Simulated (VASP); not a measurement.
Level of theory: PBEsol GGA, VASP's PBE PAW potentials (set 64) (plane waves; VASP).

VASP ran on this input.

File POSCAR:
```
TeRh
1
    1.7774296275    -5.1040633651     0.0000000000
    1.7774296275     5.1040633651    -0.0000000000
    0.0000000000     0.0000000000     4.0768974187
Te Rh
2 2
Direct
  0.6422045376   0.3577954624   0.2500000000
  0.3577954624   0.6422045376   0.7500000000
  0.9054438705   0.0945561295   0.2500000000
  0.0945561295   0.9054438705   0.7500000000
```

**INCAR**
```
! general
SYSTEM =TeRh
PREC   =Accurate
ENCUT  =400
LREAL  =F
LASPH  =T

! electronic loop
EDIFF  =1E-6
NELM   =100
ALGO   =Normal
LMAXMIX=4

! smearing
ISMEAR =1
SIGMA  =0.1

! functional
GGA    =PS

! ions
IBRION =2
NSW    =60
ISIF   =3
EDIFFG =-0.02

! output
LWAVE  =F
LCHARG =F
```

**KPOINTS**
```
Automatic mesh
0
Gamma
8 8 7
0 0 0
```

POTCAR, in this order: Te Rh_pv (PBE.64 set). Program: vasp_std.

Unless said otherwise, spin-orbit coupling is left out, though it shifts the bands of the heavy elements here.

### Question
Predict the energy per atom (σ→0), volume per atom, band gap (on the k-mesh).

### Answer

```
Item                                                         Value
------------------------  ----------------------------------------
energy per atom (σ→0)                               -6.023 eV/atom
band gap (on the k-mesh)  none (metal, semimetal or under 0.01 eV)
volume per atom                                      18.48 Å³/atom
```

**OSZICAR**
```
...
DAV:   1    -0.240944013139E+02   -0.27083E-02   -0.10688E-01  4305   0.441E+00    0.418E-01
DAV:   2    -0.240929306976E+02    0.14706E-02   -0.32118E-02  4249   0.152E+00    0.234E-01
DAV:   3    -0.240919130420E+02    0.10177E-02   -0.43864E-03  4238   0.547E-01    0.114E-01
DAV:   4    -0.240918766141E+02    0.36428E-04   -0.24404E-04  4337   0.811E-02    0.392E-02
DAV:   5    -0.240918549680E+02    0.21646E-04   -0.11917E-04  4877   0.829E-02    0.207E-02
DAV:   6    -0.240918565323E+02   -0.15643E-05   -0.81957E-06  4278   0.229E-02    0.185E-02
DAV:   7    -0.240918575063E+02   -0.97404E-06   -0.91747E-07  2167   0.684E-03
  12 F= -.24091858E+02 E0= -.24091675E+02  d E =-.118025E-03
```

The structure was generated: TeRh was put into the CrB type (Cmcm), which need not be its known phase. This run relaxes it. Symmetry was kept, so distortions that lower it aren't found. The start is the result of an earlier pass.
